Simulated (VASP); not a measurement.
# RPA total energies of BN (Qingsongite), part 2 of 6

How do semilocal functionals compare with the RPA for BN (Qingsongite), and at what cost? The scan starts from a database cell scaled to its smallest volume. The cell is of the zinc-blende type. The start is a cell from a database of measured crystal structures.

VASP 6.6.1, plane waves and PAW; the level of theory is named at each step.

So far. Step 3 (Exact exchange, volume ratio 0.94): The Hartree-Fock energy on these orbitals is -14.7601 eV an atom. Step 4 (Empty bands, volume ratio 0.94): WAVECAR now holds 264 bands for 8 electrons.

## Step 5: RPA correlation, volume ratio 0.94

This step: RPA correlation on PBE orbitals; plane waves and PAW (N_GW, B_GW) (VASP 6.6.1).

The RPA correlation energy follows from the response function on imaginary frequencies; VASP computes it for a row of response cutoffs and extrapolates.

INCAR reads:

```
SYSTEM = BN
PREC = Accurate
ENCUT = 470
ISMEAR = 0
SIGMA = 0.05
LREAL = .FALSE.
GGA = PE
NBANDS = 264
ALGO = ACFDT
ENCUTGW = 200
NOMEGA = 12
PRECFOCK = Fast
LWAVE = .FALSE.
LCHARG = .FALSE.
```

POSCAR reads:

```
BN
1.0
    0.0000000000      1.7706018915      1.7706018915
    1.7706018915      0.0000000000      1.7706018915
    1.7706018915      1.7706018915      0.0000000000
N B
1 1
Direct
    0.7500000000      0.7500000000      0.7500000000
    0.0000000000      0.0000000000      0.0000000000
```

KPOINTS reads:

```
Automatic mesh
0
Gamma
6 6 6
0 0 0
```

PAW data sets: N_GW and B_GW (PBE family, release 64).

On the command line:

```bash
$ mpirun -np 8 vasp_std
```

What it wrote:

```text
[banner, memory and clock lines left out]
running    8 mpi-ranks, on    1 nodes
 distrk:  each k-point on    8 cores,    1 groups
 distr:  one band on    1 cores,    8 groups

 POSCAR found type information on POSCAR N B
 POSCAR found :  2 types and       2 ions
 [... a notice as in an earlier step ...]

 LDA part: xc-table for (Slater+PW92), standard interpolation
 found WAVECAR, reading the header
 POSCAR, INCAR and KPOINTS ok, starting setup
 FFT: planning ... GRIDC
 FFT: planning ... GRID_SOFT
 FFT: planning ... GRID
 reading WAVECAR
 the WAVECAR file was read successfully
 initial charge from wavefunction
 available memory per node:     31.37 GB, setting MAXMEM to     32118

 The Fermi energy was updated, please check that it is located mid-gap
 values below the HOMO (VB) or above the LUMO (CB) will cause erroneous energies
 E-fermi :  10.5101

 the WAVEDER file was read successfully
 set NWRITE>2 for more details about minimax calculation
 number of imaginary grid points requested:      12
 number of distinct grids requested:  1
 quadrature errors minimized for energies in [ 0.452E+01, 0.473E+03 ]
 bosonic grid (T=0, re) determined with error: 0.2239E-08
 bosonic grid (re): 0.2239E-08
       0.9689       3.1034       5.8816       9.9243      16.1950
      26.2800      42.8887      70.8062     118.9146     205.5295
     379.0879     867.4072
energies w=
    0.000    0.969    0.000    3.103    0.000    5.882    0.000    9.924
    0.000   16.195    0.000   26.280    0.000   42.889    0.000   70.806
    0.000  118.915    0.000  205.530    0.000  379.088    0.000  867.407
 responsefunction array rank=      80
 LDA part: xc-table for (Slater+PW92), standard interpolation

 min. memory requirement per mpi rank     72.4 MB, per node    579.4 MB

 allocating   2 responsefunctions rank=    80
 shmem allocating  12 responsefunctions rank=    80
 response function shared by NCSHMEM nodes    1
 Doing            2  frequencies on each core in blocks of           12
NQ=   1    0.0000    0.0000    0.0000,
|.........|.........|.........|.........
 performed       2659000 updates of chi_q(r,r)
 total number of BLAS operations         89.89 Gflops
NQ=   2    0.1667    0.0000    0.0000,
|.........|.........|.........|.........
 performed       5318000 updates of chi_q(r,r)
 total number of BLAS operations        171.67 Gflops
NQ=   3    0.3333    0.0000    0.0000,
|.........|.........|.........|.........
 performed       7977000 updates of chi_q(r,r)
 total number of BLAS operations        288.17 Gflops
NQ=   4    0.5000    0.0000    0.0000,
|.........|.........|.........|.........
 performed      10636000 updates of chi_q(r,r)
 total number of BLAS operations        392.42 Gflops
NQ=   5    0.1667    0.1667    0.0000,
|.........|.........|.........|.........
 performed      13295000 updates of chi_q(r,r)
 total number of BLAS operations        479.56 Gflops
NQ=   6    0.3333    0.1667    0.0000,
|.........|.........|.........|.........
 performed      15954000 updates of chi_q(r,r)
 total number of BLAS operations        580.85 Gflops
NQ=   7    0.5000    0.1667    0.0000,
|.........|.........|.........|.........
 performed      18613000 updates of chi_q(r,r)
 total number of BLAS operations        697.36 Gflops
NQ=   8   -0.3333    0.1667    0.0000,
|.........|.........|.........|.........
 performed      21272000 updates of chi_q(r,r)
 total number of BLAS operations        810.73 Gflops
NQ=   9   -0.1667    0.1667    0.0000,
|.........|.........|.........|.........
 performed      23931000 updates of chi_q(r,r)
 total number of BLAS operations        917.98 Gflops
NQ=  10    0.3333    0.3333    0.0000,
|.........|.........|.........|.........
 performed      26590000 updates of chi_q(r,r)
 total number of BLAS operations       1040.86 Gflops
NQ=  11    0.5000    0.3333    0.0000,
|.........|.........|.........|.........
 performed      29249000 updates of chi_q(r,r)
 total number of BLAS operations       1154.24 Gflops
NQ=  12   -0.3333    0.3333    0.0000,
|.........|.........|.........|.........
 performed      31908000 updates of chi_q(r,r)
 total number of BLAS operations       1249.74 Gflops
NQ=  13    0.5000    0.5000    0.0000,
|.........|.........|.........|.........
 performed      34567000 updates of chi_q(r,r)
 total number of BLAS operations       1336.89 Gflops
NQ=  14    0.5000    0.3333    0.1667,
|.........|.........|.........|.........
 performed      37226000 updates of chi_q(r,r)
 total number of BLAS operations       1459.77 Gflops
NQ=  15   -0.3333    0.3333    0.1667,
|.........|.........|.........|.........
 performed      39885000 updates of chi_q(r,r)
 total number of BLAS operations       1570.06 Gflops
NQ=  16   -0.3333    0.5000    0.1667,
|.........|.........|.........|.........
 performed      42544000 updates of chi_q(r,r)
 total number of BLAS operations       1680.35 Gflops
 entering main loop
```

Run time: 20 s. Hardware: 8 MPI ranks of AMD EPYC 9R45, shared host; peak memory 1.1 GiB; 2.5 min of CPU time.

From OUTCAR (step 5):

```text
   k-points           NKPTS =     16   k-points in BZ     NKDIM =    216   number of bands    NBANDS=    264

   NELECT =       8.0000    total number of electrons

 E-fermi :  10.5101

 Hartree contr. to MP2           -0.239453      0.000000

 Hartree contr. to MP2           -1.973757      0.000000

 Hartree contr. to MP2           -1.916109      0.000000

 Hartree contr. to MP2           -0.952270      0.000000

      cutoff energy     smooth cutoff   RPA   correlation   Hartree contr. to MP2

      cutoff energy     smooth cutoff   RPA   correlation   Hartree contr. to MP2
---------------------------------------------------------------------------------
            200.000           160.000      -11.9201216460      -18.1424409314
            190.476           152.381      -11.8086469590      -18.0115878271
            181.406           145.125      -11.6893237310      -17.8700351745
            172.768           138.214      -11.5640574837      -17.7199236483
            164.541           131.632      -11.4327343361      -17.5606263430
            156.705           125.364      -11.2929099146      -17.3888655360
            149.243           119.394      -11.1477664544      -17.2078422825
            142.136           113.709      -10.9957796935      -17.0143233603
  linear regression

  converged value                          -13.2937505945      -19.8246804430

[... 7 parts as in an earlier step ...]

[... 2 further parts left out ...]
```

Numbers from this step:

```
RPA correlation energy : -13.29 eV
```

The correlation energy is -6.6469 eV an atom. With exact exchange the total is -21.4070 eV an atom.

## Step 6: Comparison: r2SCAN, volume ratio 0.94

This step: r2SCAN; plane waves and PAW (N_GW, B_GW) (VASP 6.6.1).

For comparison the same cell is computed with r2SCAN.

INCAR reads:

```
SYSTEM = BN
PREC = Accurate
ENCUT = 470
EDIFF = 1E-06
NELM = 100
ISMEAR = 0
SIGMA = 0.05
LREAL = .FALSE.
ALGO = Normal
METAGGA = R2SCAN
LASPH = .TRUE.
NBANDS = 10
LWAVE = .FALSE.
LCHARG = .FALSE.
KPAR = 8
```

POSCAR is that of step 5.

KPOINTS is that of step 5.

On the command line:

```bash
$ mpirun -np 8 vasp_std
```

What it wrote:

```text
[banner, memory and clock lines left out]
running    8 mpi-ranks, on    1 nodes
 distrk:  each k-point on    1 cores,    8 groups
 distr:  one band on    1 cores,    1 groups

 POSCAR found type information on POSCAR N B
 POSCAR found :  2 types and       2 ions
 [... a notice as in an earlier step ...]

|                                                                             |
|               ----> ADVICE to this user running VASP <----                  |
|                                                                             |
|     You enforced a specific xc type in the INCAR file but a different       |
|     [... a line on the potential file left out ...]
|     I HOPE YOU KNOW WHAT YOU ARE DOING!                                     |
|                                                                             |

 LDA part: xc-table for (None), standard interpolation
 POSCAR, INCAR and KPOINTS ok, starting setup
 FFT: planning ... GRIDC
 FFT: planning ... GRID_SOFT
 FFT: planning ... GRID
 WAVECAR not read
 entering main loop
       N       E                     dE             d eps       ncg     rms          rms(c)
DAV:   1     0.280962E+02    0.28096E+02   -0.55552E+03   320   0.871E+02
DAV:   2    -0.220390E+02   -0.50135E+02   -0.47270E+02   370   0.266E+02
DAV:   3    -0.229670E+02   -0.92804E+00   -0.92667E+00   412   0.323E+01
DAV:   4    -0.229706E+02   -0.36016E-02   -0.36009E-02   396   0.200E+00
DAV:   5    -0.229706E+02   -0.18643E-04   -0.18643E-04   400   0.132E-01    0.603E+00
DAV:   6    -0.191356E+02    0.38350E+01   -0.18019E+00   400   0.990E+00    0.253E+00
DAV:   7    -0.191040E+02    0.31584E-01   -0.27411E-01   446   0.496E+00    0.115E+00
DAV:   8    -0.190998E+02    0.42292E-02   -0.43090E-02   440   0.208E+00    0.139E-01
DAV:   9    -0.190996E+02    0.24325E-03   -0.45738E-03   472   0.660E-01    0.117E-01
DAV:  10    -0.190995E+02    0.37381E-04   -0.86180E-04   448   0.317E-01    0.698E-03
DAV:  11    -0.190995E+02   -0.14772E-05   -0.10261E-05   396   0.338E-02    0.266E-03
DAV:  12    -0.190995E+02   -0.15807E-06   -0.20728E-07   212   0.504E-03
   1 F= -.19099521E+02 E0= -.19099521E+02  d E =-.781287E-14
```

Elapsed: 2.6 s, on 8 MPI ranks; peak memory 0.74 GiB; 17 s of CPU time.

OUTCAR, selected parts (step 6):

```text
   NELECT =       8.0000    total number of electrons

 E-fermi :   8.3324

 k-point     1 :       0.0000    0.0000    0.0000
  band No.  band energies     occupation
      1     -13.9713      2.00000
      2       8.0842      2.00000
      3       8.0842      2.00000
      4       8.0842      2.00000
      5      17.9259      0.00000
      6      17.9259      0.00000
      7      17.9259      0.00000
      8      20.2127      0.00000
      9      35.4700      0.00000
    ...

  Total        1.5790706      1.5790706      1.5790706      0.0000000      0.0000000     -0.0000000
  in kB      227.8869060    227.8869060    227.8869060      0.0000000      0.0000000     -0.0000000
  external PRESSURE =     227.8869060 kB  Pullay stress =       0.0000000 kB

 POSITION                                       TOTAL-FORCE (eV/Angst)
 -----------------------------------------------------------------------------------
      2.65590      2.65590      2.65590        -0.000000      0.000000     -0.000000
      0.00000      0.00000      0.00000         0.000000     -0.000000      0.000000
 -----------------------------------------------------------------------------------
    total drift:                               -0.000000     -0.000000      0.000000

  FREE ENERGIE OF THE ION-ELECTRON SYSTEM (eV)
  ---------------------------------------------------
  free  energy   TOTEN  =       -19.0995213952 eV

  energy  without entropy=      -19.0995213952  energy(sigma->0) =      -19.09952140

[... 8 parts as in an earlier step ...]

[... 8 further parts left out ...]
```

The PAW data sets were made with PBE, which is usual practice but a small mismatch for other functionals.

Read from the output:

* free energy (TOTEN): -19.10 eV
* Fermi energy: 8.332 eV
* pressure: 22.79 GPa
* gap on the k-mesh: 5.063 eV
* least direct gap on the k-mesh: 9.842 eV

Its energy is -9.5498 eV an atom, on a zero of its own.

## Step 7: Orbitals for comparison: HSE06, volume ratio 0.94

This step: PBE; plane waves and PAW (N_GW, B_GW) (VASP 6.6.1).

A hybrid converges faster from good orbitals, so a cheap PBE run writes WAVECAR first.

INCAR reads:

```
SYSTEM = BN
PREC = Accurate
ENCUT = 470
EDIFF = 1E-05
NELM = 100
ISMEAR = 0
SIGMA = 0.05
LREAL = .FALSE.
ALGO = Normal
GGA = PE
NBANDS = 10
LORBIT = 11
LWAVE = .TRUE.
LCHARG = .FALSE.
KPAR = 8
```

POSCAR is that of step 6.

KPOINTS is that of step 6.

On the command line:

```bash
$ mpirun -np 8 vasp_std
```

What it wrote:

```text
[banner, memory and clock lines left out]
running    8 mpi-ranks, on    1 nodes
 distrk:  each k-point on    1 cores,    8 groups
 distr:  one band on    1 cores,    1 groups

 POSCAR found type information on POSCAR N B
 POSCAR found :  2 types and       2 ions
 [... a notice as in an earlier step ...]

 LDA part: xc-table for (Slater+PW92), standard interpolation
 POSCAR, INCAR and KPOINTS ok, starting setup
 FFT: planning ... GRIDC
 FFT: planning ... GRID_SOFT
 FFT: planning ... GRID
 WAVECAR not read
 entering main loop
       N       E                     dE             d eps       ncg     rms          rms(c)
[... 9 cycles as in an earlier step ...]
DAV:  10    -0.173810E+02   -0.17152E-05   -0.53240E-05   386   0.839E-02
   1 F= -.17380952E+02 E0= -.17380952E+02  d E =-.152337E-18
 writing wavefunctions
```

Wall time 1 s (8 MPI ranks); peak memory 0.71 GiB; 3.1 s of CPU time.

Parts of OUTCAR (step 7):

```text
   NELECT =       8.0000    total number of electrons

 E-fermi :   8.5454

 k-point     1 :       0.0000    0.0000    0.0000
  band No.  band energies     occupation
      1     -12.7075      2.00000
      2       8.2476      2.00000
      3       8.2476      2.00000
      4       8.2476      2.00000
      5      17.3642      0.00000
      6      17.3642      0.00000
      7      17.3642      0.00000
      8      19.6162      0.00000
      9      34.1738      0.00000
    ...

  Total        1.8850348      1.8850348      1.8850348      0.0000000      0.0000000      0.0000000
  in kB      272.0427662    272.0427662    272.0427662      0.0000000      0.0000000      0.0000000
  external PRESSURE =     272.0427662 kB  Pullay stress =       0.0000000 kB

  FREE ENERGIE OF THE ION-ELECTRON SYSTEM (eV)
  ---------------------------------------------------
  free  energy   TOTEN  =       -17.3809519392 eV

  energy  without entropy=      -17.3809519392  energy(sigma->0) =      -17.38095194

[... 10 parts as in an earlier step ...]

[... 8 further parts left out ...]
```

This step gave:

```
free energy (TOTEN)            : -17.38 eV
Fermi energy                   : 8.545 eV
pressure                       : 27.20 GPa
gap on the k-mesh              : 4.523 eV
least direct gap on the k-mesh : 9.117 eV
```

The run ends at a pressure of 27.20 GPa.

## Step 8: Comparison: HSE06, volume ratio 0.94

This step: HSE06; plane waves and PAW (N_GW, B_GW) (VASP 6.6.1).

For comparison the same cell is computed with HSE06.

INCAR reads:

```
SYSTEM = BN
PREC = Accurate
ENCUT = 470
EDIFF = 1E-06
NELM = 100
ISMEAR = 0
SIGMA = 0.05
LREAL = .FALSE.
ALGO = Normal
LHFCALC = .TRUE.
AEXX = 0.25
GGA = PE
HFSCREEN = 0.2
LASPH = .TRUE.
NBANDS = 10
PRECFOCK = Fast
LWAVE = .FALSE.
LCHARG = .FALSE.
KPAR = 8
```

POSCAR is that of step 7.

KPOINTS is that of step 7.

The run starts from files that an earlier step left in the folder.

On the command line:

```bash
$ mpirun -np 8 vasp_std
```

What it wrote:

```text
[banner, memory and clock lines left out]
running    8 mpi-ranks, on    1 nodes
 distrk:  each k-point on    1 cores,    8 groups
 distr:  one band on    1 cores,    1 groups

 POSCAR found type information on POSCAR N B
 POSCAR found :  2 types and       2 ions
 [... a notice as in an earlier step ...]

 LDA part: xc-table for (Slater+PW92), standard interpolation
 found WAVECAR, reading the header
 POSCAR, INCAR and KPOINTS ok, starting setup
 FFT: planning ... GRIDC
 FFT: planning ... GRID_SOFT
 FFT: planning ... GRID
 reading WAVECAR
 the WAVECAR file was read successfully
 initial charge from wavefunction
 entering main loop
       N       E                     dE             d eps       ncg     rms          rms(c)
DAV:   1    -0.203457E+02   -0.20346E+02   -0.29097E-01   446   0.707E+00    0.356E-01
DAV:   2    -0.203463E+02   -0.55885E-03   -0.12887E-03   388   0.362E-01    0.230E-01
DAV:   3    -0.203457E+02    0.59152E-03   -0.36587E-04   428   0.195E-01    0.135E-01
DAV:   4    -0.203455E+02    0.15841E-03   -0.12275E-04   492   0.123E-01    0.779E-02
DAV:   5    -0.203455E+02    0.45201E-04   -0.28966E-05   476   0.716E-02    0.445E-02
DAV:   6    -0.203455E+02    0.13038E-04   -0.76371E-06   458   0.396E-02    0.252E-02
DAV:   7    -0.203455E+02    0.37821E-05   -0.19603E-06   340   0.206E-02    0.145E-02
DAV:   8    -0.203455E+02    0.11876E-05   -0.52331E-07   192   0.110E-02    0.839E-03
DAV:   9    -0.203455E+02    0.33684E-06   -0.21346E-07   188   0.616E-03
   1 F= -.20345469E+02 E0= -.20345469E+02  d E =-.617283E-17
```

Elapsed: 11 s, on 8 MPI ranks; peak memory 1.5 GiB; 79 s of CPU time.

OUTCAR, selected parts (step 8):

```text
   k-points           NKPTS =     16   k-points in BZ     NKDIM =    216   number of bands    NBANDS=     10

   NELECT =       8.0000    total number of electrons

  exchange ACFDT corr.  =         0.00000000  see jH, gK, PRB 81, 115126

 E-fermi :   7.6365

 k-point     1 :       0.0000    0.0000    0.0000
  band No.  band energies     occupation
      1     -15.5064      2.00000
      2       7.3547      2.00000
      3       7.3547      2.00000
      4       7.3547      2.00000
      5      18.2630      0.00000
      6      18.2630      0.00000
      7      18.2630      0.00000
      8      20.5906      0.00000
      9      35.3447      0.00000
    ...

 POSITION                                       TOTAL-FORCE (eV/Angst)
 -----------------------------------------------------------------------------------
      2.65590      2.65590      2.65590         0.000000      0.000000      0.000000
      0.00000      0.00000      0.00000        -0.000000     -0.000000     -0.000000
 -----------------------------------------------------------------------------------
    total drift:                               -0.000001     -0.000001     -0.000000

  FREE ENERGIE OF THE ION-ELECTRON SYSTEM (eV)
  ---------------------------------------------------
  free  energy   TOTEN  =       -20.3454688240 eV

  energy  without entropy=      -20.3454688240  energy(sigma->0) =      -20.34546882

[... 7 parts as in an earlier step ...]

[... 8 further parts left out ...]
```

Numbers from this step:

- free energy (TOTEN): -20.35 eV
- Fermi energy: 7.636 eV
- gap on the k-mesh: 5.888 eV
- least direct gap on the k-mesh: 10.91 eV

Its energy is -10.1727 eV an atom, on a zero of its own.

## Step 9: Orbitals, volume ratio 0.97

This step: PBE; plane waves and PAW (N_GW, B_GW) (VASP 6.6.1).

The same chain follows at a volume ratio of 0.97.

INCAR reads:

```
SYSTEM = BN
PREC = Accurate
ENCUT = 470
EDIFF = 1E-08
NELM = 100
ISMEAR = 0
SIGMA = 0.05
LREAL = .FALSE.
ALGO = Normal
GGA = PE
NBANDS = 10
LORBIT = 11
LWAVE = .TRUE.
LCHARG = .FALSE.
KPAR = 8
```

POSCAR reads:

```
BN
1.0
    0.0000000000      1.7892411759      1.7892411759
    1.7892411759      0.0000000000      1.7892411759
    1.7892411759      1.7892411759      0.0000000000
N B
1 1
Direct
    0.7500000000      0.7500000000      0.7500000000
    0.0000000000      0.0000000000      0.0000000000
```

KPOINTS is that of step 8.

On the command line:

```bash
$ mpirun -np 8 vasp_std
```

What it wrote:

```text
[... set-up lines as in an earlier step ...]
 entering main loop
       N       E                     dE             d eps       ncg     rms          rms(c)
DAV:   1     0.266944E+02    0.26694E+02   -0.48942E+03   320   0.821E+02
DAV:   2    -0.172648E+02   -0.43959E+02   -0.40850E+02   346   0.237E+02
DAV:   3    -0.184105E+02   -0.11457E+01   -0.11425E+01   402   0.343E+01
DAV:   4    -0.184155E+02   -0.50161E-02   -0.50155E-02   386   0.228E+00
[...]
DAV:  13    -0.174307E+02   -0.53383E-07   -0.25220E-08   354   0.155E-03    0.659E-05
DAV:  14    -0.174307E+02   -0.11749E-07   -0.67840E-10   218   0.281E-04    0.282E-05
DAV:  15    -0.174307E+02    0.98504E-09   -0.62632E-11   198   0.125E-04
   1 F= -.17430670E+02 E0= -.17430670E+02  d E =-.928311E-13
 writing wavefunctions
```

The job ended after 1.2 s (8 MPI ranks; peak memory 0.73 GiB; 4.3 s of CPU time).

From OUTCAR (step 9):

```text
  Total        0.9412394      0.9412394      0.9412394      0.0000000      0.0000000      0.0000000
  in kB      131.6358072    131.6358072    131.6358072      0.0000000      0.0000000      0.0000000
  external PRESSURE =     131.6358072 kB  Pullay stress =       0.0000000 kB

 POSITION                                       TOTAL-FORCE (eV/Angst)
 -----------------------------------------------------------------------------------
      2.68386      2.68386      2.68386        -0.000000      0.000000     -0.000000
      0.00000      0.00000      0.00000         0.000000     -0.000000      0.000000
 -----------------------------------------------------------------------------------
    total drift:                               -0.000001     -0.000001     -0.000001

  FREE ENERGIE OF THE ION-ELECTRON SYSTEM (eV)
  ---------------------------------------------------
  free  energy   TOTEN  =       -17.4306703462 eV

  energy  without entropy=      -17.4306703462  energy(sigma->0) =      -17.43067035

[... 1 part as in an earlier step ...]

[... 2 further parts left out ...]
[key lines of the parts left out:]
E-fermi :   8.0787
```

The run ends at a pressure of 13.16 GPa.

(Part 2 of 6 ends here.)

[Long decimals in the printed logs are rounded to 6 places.]

[Lines on the potential files, build, host, timing and source positions are cut from VASP's logs without a mark.]

[Logs are printed without paths, hosts, clocks, repeated set-up lines and the standing remarks that a program may print on its own settings, such as how far it seeks lower states.]

[Hosts, paths, dates, database ids (printed as entryN), source tags and the programs' standing remarks are cut or masked in the printed files.]

[Measured values are set beside computed ones only where the two were judged alike; some that the calculation misses by far are left out.]

[Pressures printed for these runs are not shown converged in the cutoff: they can be off by several GPa and have the wrong sign.]
